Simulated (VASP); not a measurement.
Calculation: PBEsol GGA, VASP's PBE PAW potentials (set 64) (plane waves; VASP). For the alloy's cell: Run with 400 eV cut-off, 8×8×15 Γ-centred mesh, tetrahedra with Blöchl corrections, potentials W_sv Nb_sv.

```tsv
end member	E (eV/atom)	V (Å³/atom)	gap (eV)
Nb (bcc)	-10.9490	17.43	0.00
W (bcc)	-13.8052	15.73	0.00
```

An ordered cell with a fraction 0.75 of the second end member relaxes to

```cif
data_Nb3W9
_chemical_formula_sum 'W9 Nb3'
_space_group_name_H-M_alt 'R-3m :H'
_space_group_IT_number 166
_space_group_name_Hall '-R 3 2"'
_cell_length_a 9.00634
_cell_length_b 9.00634
_cell_length_c 2.74500
_cell_angle_alpha 90.000
_cell_angle_beta 90.000
_cell_angle_gamma 120.000
loop_
_atom_site_label
_atom_site_type_symbol
_atom_site_symmetry_multiplicity
_atom_site_Wyckoff_symbol
_atom_site_fract_x
_atom_site_fract_y
_atom_site_fract_z
_atom_site_occupancy
W1 W 9 d 0.50000 0.50000 0.50000 1
Nb1 Nb 3 b 0.00000 0.00000 0.50000 1
```
(The calculation used a cell of 4 atoms; values per cell refer to that cell.)

Unless said otherwise, spin-orbit coupling is left out, though it shifts the bands of the heavy elements here.

### Question
Estimate the mixing energy, the deviation from a linear volume and the gap.

### Answer
Its energy is -13.1513 eV/atom, so the mixing energy is -60 meV/atom. The volume of 16.07 Å³/atom lies -0.5 % from the linear mean. The cell is without a gap at this level.
